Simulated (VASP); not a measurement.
Input:

```xyz
1
Lattice="-1.9988 1.9988 1.9988 1.9988 -1.9988 1.9988 1.9988 1.9988 -1.9988" Properties=species:S:1:pos:R:3 pbc="T T T"
Tb     0.0000     0.0000     0.0000
```

Level of theory: PBEsol GGA, VASP's PBE PAW potentials (set 64) (plane waves; VASP). Settings: 400 eV cut-off, 12×12×12 Γ-centred mesh, first-order Methfessel-Paxton smearing of 0.10 eV, potentials Tb_3.

The 4f electrons are frozen in the core of the lanthanide potential, so 4f levels, which can set the real gap, and their magnetism are missing. Energy and stress use the plane-wave basis of the starting cell.

### Question
The ions, cell shape and volume are relaxed. Give the cell that the relaxation ends in.

### Answer

```xyz
1
Lattice="-1.9642 1.9642 1.9642 1.9642 -1.9642 1.9642 1.9642 1.9642 -1.9642" Properties=species:S:1:pos:R:3 pbc="T T T"
Tb     0.0000     0.0000     0.0000
```
Space group Im-3m (229), at a tolerance of 0.03 Å.

### Question
How do energy and volume change from the first to the last step?

### Answer
The energy (σ→0) changes by -10.5 meV/atom and the volume by -5.1 %, in 3 ionic steps.

The structure was generated: Tb was put into the bcc type (Im-3m), which need not be its known phase. This run relaxes it. Symmetry was kept, so distortions that lower it aren't found.
